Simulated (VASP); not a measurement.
Output of a VASP run:

**OSZICAR**
```
       N       E                     dE             d eps       ncg     rms          rms(c)
DAV:   1     0.282103284361E+02    0.28210E+02   -0.41155E+03  1154   0.879E+02
DAV:   2    -0.111668227110E+02   -0.39377E+02   -0.37189E+02  1140   0.171E+02
DAV:   3    -0.119608276538E+02   -0.79400E+00   -0.78784E+00  1356   0.299E+01
DAV:   4    -0.119699590898E+02   -0.91314E-02   -0.91287E-02  1282   0.294E+00
DAV:   5    -0.119701797305E+02   -0.22064E-03   -0.22063E-03  1250   0.461E-01    0.119E+01
DAV:   6    -0.137101254609E+02   -0.17399E+01   -0.56370E+01  1238   0.123E+02    0.152E+01
DAV:   7    -0.105535545465E+02    0.31566E+01   -0.16227E+01  1234   0.729E+01    0.108E+00
DAV:   8    -0.105481062834E+02    0.54483E-02   -0.39396E-01  1308   0.761E+00    0.106E+00
DAV:   9    -0.105334938102E+02    0.14612E-01   -0.65156E-02  1288   0.399E+00    0.180E-01
DAV:  10    -0.105331165370E+02    0.37727E-03   -0.19702E-03  1296   0.709E-01    0.712E-02
DAV:  11    -0.105331143735E+02    0.21635E-05   -0.38477E-05  1240   0.616E-02    0.278E-02
DAV:  12    -0.105331120846E+02    0.22889E-05   -0.21257E-06   706   0.250E-02    0.286E-03
DAV:  13    -0.105331118034E+02    0.28113E-06   -0.53072E-07   566   0.765E-03
   1 F= -.10533112E+02 E0= -.10528088E+02  d E =-.100472E-01
```

File OUTCAR:
```
------------------------ aborting loop because EDIFF is reached ----------------------------------------
  FORCE on cell =-STRESS in cart. coord.  units (eV):
  Direction    XX          YY          ZZ          XY          YZ          ZX
  --------------------------------------------------------------------------------------
  Total        0.7014456      0.7014456      0.7014456      0.0000000      0.0000000     -0.0000000
  in kB       47.6963981     47.6963981     47.6963981      0.0000000      0.0000000     -0.0000000
  external PRESSURE =      47.6963981 kB  Pullay stress =       0.0000000 kB
  volume of cell :       23.56
      direct lattice vectors                 reciprocal lattice vectors
     2.866859000  0.000000000  0.000000000     0.348813806  0.000000000  0.000000000
     0.000000000  2.866859000  0.000000000     0.000000000  0.348813806  0.000000000
     0.000000000  0.000000000  2.866859000     0.000000000  0.000000000  0.348813806
 POSITION                                       TOTAL-FORCE (eV/Angst)
 -----------------------------------------------------------------------------------
      1.43343      1.43343      1.43343         0.000000      0.000000      0.000000
      0.00000      0.00000      0.00000         0.000000      0.000000      0.000000
 -----------------------------------------------------------------------------------
    total drift:                               -0.000000      0.000000      0.000000
  FREE ENERGIE OF THE ION-ELECTRON SYSTEM (eV)
  ---------------------------------------------------
  free  energy   TOTEN  =       -10.5331118034 eV

  energy  without entropy=      -10.5230646189  energy(sigma->0) =      -10.52808821
```
(Selected blocks of OUTCAR.)

File POSCAR:
```
AlNi
1
    2.8668590000     0.0000000000     0.0000000000
    0.0000000000     2.8668590000     0.0000000000
    0.0000000000     0.0000000000     2.8668590000
Al Ni
1 1
Direct
  0.5000000000   0.5000000000   0.5000000000
  0.0000000000   0.0000000000   0.0000000000
```

Task: Reconstruct the remaining input files.

Result: This is not unique; one that fits is the input of the run itself, PBE GGA, plane waves, VASP's PBE PAW potentials (set 64).

**KPOINTS**
```
Automatic mesh
0
Gamma
11 11 11
0 0 0
```

**INCAR**
```
SYSTEM=AlNi
PREC=Accurate; ENCUT=300; LREAL=.False.
LASPH=.True.
EDIFF=1E-6; NELM=100; ALGO=Normal
LMAXMIX=4
ISMEAR=0; SIGMA=0.136
GGA=PE
ISIF=2
LWAVE=.False.; LCHARG=.False.
```

POTCAR, in this order: Al Ni (PBE.64 set). Program: vasp_std.

At this cut-off the stress carries a Pulay error, which pulls relaxed volumes low.

The structure comes from a computed database's AlNi entry (Pm-3m); how it stands against other phases isn't given here. The cell was not relaxed at this level. The run is not spin-polarised, so no magnetic state was tried. The electron count is odd and the run is not spin-polarised, which forces a metal.
